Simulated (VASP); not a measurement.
Set up this calculation in VASP 6.6.1, as the native input.

```
Task                   : single point
Functional             : LDA
Potentials or basis    : VASP PAW LDA potentials, release 64 (Ta_pv, Ag, O)
Cutoff                 : 520 eV
k mesh                 : 8 × 8 × 8
Occupations            : gaussian, width 0.05 eV
Spin                   : no spin polarisation
Dipole correction      : no
Further INCAR settings : ALGO = Fast; EDIFF = 1e-06; NBANDS = 28
```

The structure of TaAgO3 lies in POSCAR:

```
TaAgO3
1.0
    4.1993385000      0.0000000000      0.0000000000
    0.0000000000      4.1993385000      0.0000000000
    0.0000000000      0.0000000000      3.9993700000
Ta Ag O
1 1 3
Direct
    0.0000000000      0.0000000000      0.0000000000
    0.5000000000      0.5000000000      0.5000000000
    0.0000000000      0.0000000000      0.5000000000
    0.0000000000      0.5000000000      0.0000000000
    0.5000000000      0.0000000000      0.0000000000
```

Measurements of this composition are mostly on another form, of space group No. 161.

The cell isn't the ideal one: strain +0.050 along x and y, +0.000 along z, atoms carried along.

One way to write it, as run:

INCAR

```
SYSTEM = TaAgO3
  PREC = Accurate
  ENCUT = 520
  EDIFF = 1E-6
  ISMEAR = 0
  SIGMA = 0.05
  LREAL = .FALSE.
  LASPH = .TRUE.
  NELM = 100
  ALGO = Fast
  ISIF = 2
  LWAVE = .FALSE.
  LCHARG = .FALSE.
  NBANDS = 28
```

KPOINTS

```
regular mesh
0
G
  8 8 8
  0 0 0
```

Potentials or basis: VASP PAW LDA potentials, release 64 (Ta_pv, Ag, O).

The run is started by

```console
$ cat potpaw_LDA.64/Ta_pv/POTCAR potpaw_LDA.64/Ag/POTCAR potpaw_LDA.64/O/POTCAR > POTCAR
$ mpirun -np 1 vasp_std > vasp.out
```

It gave:

```
Pressure               : -25.1 GPa
Band gap on the k mesh : 1.27 eV, indirect (least direct gap 1.81 eV)
```

Caveat: so large a pressure means that the cell lies far from this level's equilibrium, or that cutoff or potentials fall short; spin-orbit coupling is left out, which moves the levels of the heavy elements.

It took 56 s on 1 thread of Intel(R) Xeon(R) Platinum 8559C (Emerald Rapids), on a shared host, peak memory 0.26 GiB.
